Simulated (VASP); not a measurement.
Here is the system:

```xyz
5
Lattice="4.0770 0.0000 0.0000 0.0000 2.8833 2.8815 0.0000 -2.8833 2.8815" Properties=species:S:1:pos:R:3 pbc="T T T"
Mg     0.0000     0.0000     2.8770
Tl     2.0385     0.0000     5.7501
F      2.0385     0.0000     2.8666
F      0.0000     1.4442     4.3097
F      0.0000    -1.4442     4.3097
```

All values below come from PBEsol GGA, VASP's PBE PAW potentials (set 64) (plane waves; VASP 6.6.1). Run with 400 eV cut-off, 7×7×7 Γ-centred mesh, Gaussian smearing of 0.010 eV, potentials Mg Tl_d F.

At this cut-off the stress carries a Pulay error, which pulls relaxed volumes low. Energy and stress use the plane-wave basis of the starting cell.

Question: The ions, cell shape and volume are relaxed. What does this cell relax into?

Answer: 
```xyz
5
Lattice="3.9876 0.0000 0.0000 0.0000 2.8200 2.8193 0.0000 -2.8200 2.8193" Properties=species:S:1:pos:R:3 pbc="T T T"
Mg     0.0000     0.0000     2.8085
Tl     1.9938     0.0000     5.6274
F      1.9938     0.0000     2.8073
F      0.0000     1.4109     4.2177
F      0.0000    -1.4109     4.2177
```
Space group Pm-3m (221), at a tolerance of 0.03 Å.

Question: How do energy and volume change from the first to the last step?

Answer: The energy (σ→0) changes by -23.8 meV/atom and the volume by -6.4 %, in 9 ionic steps.

```tsv
step	E(σ→0) (eV)	max force (eV/Å)	pressure (GPa)	volume (Å³)
1	-24.3505	0.047	-8.51	67.75
2	-24.4257	0.037	5.79	60.93
3	-24.4694	0.043	-0.02	63.42
4	-24.4694	0.043	0.18	63.34
5	-24.4695	0.021	-0.11	63.46
6	-24.4695	0.025	-0.08	63.44
7	-24.4696	0.010	-0.03	63.43
8	-24.4696	0.014	0.01	63.41
9	-24.4696	0.008	0.01	63.41
```

The structure comes from a computed database's MgTlF3 entry (Amm2); how it stands against other phases isn't given here. This run relaxes it. It ends in space group Pm-3m. Symmetry was kept, so distortions that lower it aren't found. The run is one of a series of settings (EDIFFG = -0.01, IBRION = 2, ISIF = 3, NSW = 50 against the base run), some of them coarse on purpose.
